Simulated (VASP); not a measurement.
Output of a VASP run:

**OUTCAR**
```
 ion  position               nearest neighbor table
   1  0.748  0.748  0.748-   2 2.96   2 2.96   2 2.96   2 3.01   2 3.01   2 3.01
   2  0.252  0.252  0.252-   1 2.96   1 2.96   1 2.96   1 3.01   1 3.01   1 3.01
  LATTYP: Found a trigonal (rhomboedric) cell.
 ALAT       =     4.2268727999
 COS(alpha) =     0.5012177862
 Subroutine PRICEL returns:
 Original cell was already a primitive cell.
 Subroutine GETGRP returns: Found  6 space group operations
The static configuration has the point symmetry C_3v.
The dynamic configuration has the point symmetry C_3v.
 Subroutine INISYM returns: Found  6 space group operations
 Subroutine IBZKPT returns following result:
 Found     85 irreducible k-points:

 Following reciprocal coordinates:
            Coordinates               Weight
  0.000000  0.000000  0.000000      1.000000
  0.111111  0.000000  0.000000      6.000000
  0.222222 -0.000000  0.000000      6.000000
  0.333333 -0.000000  0.000000      6.000000
  0.444444 -0.000000  0.000000      6.000000
  0.111111  0.111111  0.000000      6.000000
  0.222222  0.111111  0.000000     12.000000
  0.333333  0.111111  0.000000     12.000000
  0.444444  0.111111 -0.000000     12.000000
 -0.444444  0.111111 -0.000000     12.000000
 -0.333333  0.111111 -0.000000     12.000000
 -0.222222  0.111111  0.000000     12.000000
 -0.111111  0.111111  0.000000      6.000000
  0.222222  0.222222  0.000000      6.000000
  0.333333  0.222222 -0.000000     12.000000
  0.444444  0.222222  0.000000     12.000000
 -0.444444  0.222222 -0.000000     12.000000
 -0.333333  0.222222 -0.000000     12.000000
 -0.222222  0.222222  0.000000      6.000000
  0.333333  0.333333  0.000000      6.000000
  0.444444  0.333333  0.000000     12.000000
 -0.444444  0.333333  0.000000     12.000000
 -0.333333  0.333333  0.000000      6.000000
  0.444444  0.444444  0.000000      6.000000
 -0.444444  0.444444  0.000000      6.000000
  0.111111  0.111111  0.111111      2.000000
  0.222222  0.111111  0.111111      6.000000
  0.333333  0.111111  0.111111      6.000000
  0.444444  0.111111  0.111111      6.000000
 -0.444444  0.111111  0.111111      6.000000
 -0.333333  0.111111  0.111111      6.000000
 -0.222222  0.111111  0.111111      6.000000
 -0.111111  0.111111  0.111111      6.000000
  0.222222  0.222222  0.111111      6.000000
  0.333333  0.222222  0.111111     12.000000
  0.444444  0.222222  0.111111     12.000000
 -0.444444  0.222222  0.111111     12.000000
 -0.333333  0.222222  0.111111     12.000000
 -0.222222  0.222222  0.111111     12.000000
 -0.111111  0.222222  0.111111     12.000000
   k-points           NKPTS =     85   k-points in BZ     NKDIM =     85   number of bands    NBANDS=     14
   number of dos      NEDOS =    601   number of ions     NIONS =      2
   total plane-waves  NPLWV =  21952
   dimension x,y,z NGX =    28 NGY =   28 NGZ =   28
   dimension x,y,z NGXF=    56 NGYF=   56 NGZF=   56
   ions per type =               1   1
   PREC   = accura    normal or accurate (medium, high low for compatibility)
   ISTART =      0    job   : 0-new  1-cont  2-samecut
   ICHARG =      2    charge: 1-file 2-atom 10-const
   ISPIN  =      1    spin polarized calculation?
   LNONCOLLINEAR =      F non collinear calculations
   LSORBIT =      F    spin-orbit coupling
   INIWAV =      1    electr: 0-lowe 1-rand  2-diag
   ENCUT  =  400.0 eV  29.40 Ry    5.42 a.u.   6.89  6.89  6.89*2*pi/ulx,y,z
   NELM   =    100;   NELMIN=  2; NELMDL= -5     # of ELM steps
   EDIFF  = 0.1E-06   stopping-criterion for ELM
   LREAL  =      F    real-space projection
   NLSPLINE    = F    spline interpolate recip. space projectors
   LMAXMIX     =    4 max onsite mixed and CHGCAR
   VOSKOWN=      0    Vosko Wilk Nusair interpolation
   EDIFFG = 0.1E-05   stopping-criterion for IOM
   NSW    =      0    number of steps for IOM
   NBLOCK =      1;   KBLOCK =      1    inner block; outer block
...
```

File OSZICAR:
```
       N       E                     dE             d eps       ncg     rms          rms(c)
DAV:   1     0.948197889425E+02    0.94820E+02   -0.90857E+03  2388   0.130E+03
DAV:   2    -0.576006025383E+02   -0.15242E+03   -0.14939E+03  2530   0.338E+02
DAV:   3    -0.704069024746E+02   -0.12806E+02   -0.12747E+02  3120   0.105E+02
DAV:   4    -0.706999363211E+02   -0.29303E+00   -0.29293E+00  2652   0.192E+01
DAV:   5    -0.707109597152E+02   -0.11023E-01   -0.11023E-01  3324   0.359E+00    0.452E+00
DAV:   6    -0.654687253740E+02    0.52422E+01   -0.29238E+00  2902   0.328E+01    0.398E+00
DAV:   7    -0.654858226870E+02   -0.17097E-01   -0.72054E-01  2452   0.115E+01    0.215E+00
DAV:   8    -0.655557911099E+02   -0.69968E-01   -0.66944E-01  2392   0.711E+00    0.820E-01
DAV:   9    -0.656081329510E+02   -0.52342E-01   -0.23729E-01  2404   0.425E+00    0.649E-01
DAV:  10    -0.656059598097E+02    0.21731E-02   -0.33407E-02  2752   0.210E+00    0.401E-01
DAV:  11    -0.656081611522E+02   -0.22013E-02   -0.15453E-02  2470   0.118E+00    0.934E-02
DAV:  12    -0.656106058984E+02   -0.24447E-02   -0.61753E-03  2416   0.844E-01    0.156E-01
DAV:  13    -0.656105751552E+02    0.30743E-04   -0.57543E-04  2644   0.226E-01    0.891E-02
DAV:  14    -0.656112933720E+02   -0.71822E-03   -0.34205E-04  2452   0.204E-01    0.371E-02
DAV:  15    -0.656115449996E+02   -0.25163E-03   -0.32541E-04  2506   0.209E-01    0.160E-02
DAV:  16    -0.656115493845E+02   -0.43849E-05   -0.15755E-05  3076   0.426E-02    0.493E-03
DAV:  17    -0.656115523545E+02   -0.29700E-05   -0.65558E-06  2464   0.241E-02    0.218E-03
DAV:  18    -0.656115522842E+02    0.70273E-07   -0.18000E-07  2948   0.385E-03
   1 F= -.65611552E+02 E0= -.65611552E+02  d E =0.000000E+00
       N       E                     dE             ncg
```

OUTCAR:
```
------------------------ aborting loop because EDIFF is reached ----------------------------------------
  FORCE on cell =-STRESS in cart. coord.  units (eV):
  Direction    XX          YY          ZZ          XY          YZ          ZX
  --------------------------------------------------------------------------------------
  Total        0.0083160      0.0083160     -0.0091543      0.0000000      0.0000000      0.0000000
  in kB        0.2499646      0.2499646     -0.2751605      0.0000000      0.0000000      0.0000000
  external PRESSURE =       0.0749229 kB  Pullay stress =       0.0000000 kB
  volume of cell :       53.30
      direct lattice vectors                 reciprocal lattice vectors
     2.110861075  1.218706249  3.453327999     0.236870160  0.136757046  0.096525246
    -2.110861075  1.218706249  3.453327999    -0.236870160  0.136757046  0.096525246
     0.000000000 -2.437412498  3.453327999     0.000000000 -0.273514092  0.096525246
  FREE ENERGIE OF THE ION-ELECTRON SYSTEM (eV)
  ---------------------------------------------------
  free  energy   TOTEN  =       -65.6115522842 eV

  energy  without entropy=      -65.6115522842  energy(sigma->0) =      -65.61155228

 total charge

# of ion       s       p       d       tot
------------------------------------------
    1        1.487   0.477   9.839  11.803
    2        1.336   2.363   0.000   3.699
--------------------------------------------------
tot          2.823   2.841   9.839  15.502
```
(Selected blocks of OUTCAR.)

File POSCAR:
```
PbS
1
    2.1108610748     1.2187062490     3.4533279989
   -2.1108610748     1.2187062490     3.4533279989
    0.0000000000    -2.4374124980     3.4533279989
Pb S
1 1
Direct
  0.7480575806   0.7480575806   0.7480575806
  0.2519424194   0.2519424194   0.2519424194
```

### Question
Write an INCAR and KPOINTS that could have produced this output.

### Answer
This is not unique; one that fits is the input of the run itself, r2SCAN meta-GGA, plane waves, VASP's PBE PAW potentials (set 64).

**INCAR**
```
ALGO=Normal
EDIFF=1E-7
ENCUT=400
ISIF=2
ISMEAR=-5
LASPH=.TRUE.
LCHARG=.FALSE.
LMAXMIX=4
LMIXTAU=.TRUE.
LORBIT=11
LREAL=.FALSE.
LWAVE=.FALSE.
METAGGA=R2SCAN
NEDOS=601
NELM=100
PREC=Accurate
SYSTEM=PbS
```

File KPOINTS:
```
Automatic mesh
0
Gamma
9 9 9
0 0 0
```

### KPOINTS_OPT
```
k-points along high-symmetry lines
8
Line-mode
Reciprocal
  0.000000   0.000000   0.000000 ! GAMMA
 -0.500000  -0.500000  -0.500000 ! T

 -0.500000  -0.500000  -0.500000 ! T
 -0.500000  -0.242531  -0.757469 ! H_2

 -0.242531   0.242531  -0.500000 ! H_0
  0.000000   0.000000  -0.500000 ! L

  0.000000   0.000000  -0.500000 ! L
  0.000000   0.000000   0.000000 ! GAMMA

  0.000000   0.000000   0.000000 ! GAMMA
  0.000000   0.371265  -0.371265 ! S_0

 -0.371265   0.000000  -0.628735 ! S_2
 -0.500000   0.000000  -0.500000 ! F

 -0.500000   0.000000  -0.500000 ! F
  0.000000   0.000000   0.000000 ! GAMMA
```

POTCAR, in this order: Pb_d S (PBE.64 set). Program: vasp_std.

The structure was generated: PbS was put into the alpha-GeTe type (R3m), which need not be its known phase. It was relaxed first.
